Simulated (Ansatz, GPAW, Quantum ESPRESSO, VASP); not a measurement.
**Code comparison for BeTe (F-43m, 2 atoms in the cell)**

Self-consistent single point, at a second geometry (lattice scaled by 0.98). First geometry:

```
BeTe
1.0
    0.00000     2.81500     2.81500
    2.81500     0.00000     2.81500
    2.81500     2.81500     0.00000
Be Te
1 1
Cartesian
  0.00000   0.00000   0.00000
  1.40750   1.40750   1.40750
```

Shared settings, as Ansatz (an electronic-structure program) writes them: kpoints.mp_grid.grid = 5 5 5; scf.occupations.method = fermi_dirac; scf.occupations.width = 0.01 eV. Potentials and cutoffs stand in the table.

```tsv
code	model	ΔF from the first geometry (meV/atom)	pressure (GPa)	gap on the mesh (eV)	cutoff
Quantum ESPRESSO	PBE, SSSP 1.1.2 efficiency (PBE) pseudopotentials	27.9	5.50	1.896	40 Ry
GPAW	PBE, GPAW PAW datasets PBE (gpaw-data 1.0.1)	27.1	5.51	1.945	800 eV
Ansatz	PBE, default PAW files	25.9	5.33	1.951	default
VASP	PBE, VASP's PBE PAW potentials (set 64)	–	–	1.934	300 eV
```

A dash marks a value that a program does not give, or that is left out as unsure.

Gaps are read on the mesh.

On Ansatz's run: spin-orbit coupling is off.

The spread over the programs that give each value: ΔF from the first geometry within 2.0 meV/atom; pressure within 0.18 GPa; gap on the mesh within 0.055 eV.

Ansatz's pressure is given at a fixed set of plane waves, as the other plane-wave codes print theirs.

VASP's run is marked for a possible Pulay error in its stress at this cutoff; no cutoff test was made.

The starting cell has typed, rounded lattice constants, without a prior relaxation at this level. For this run, on top of that: lattice scaled by 0.98.

Left out of this page: ABINIT, CP2K, Elk, FLEUR and SIESTA (not drawn, or without a comparable value).

Keys are those of Ansatz 0.2.
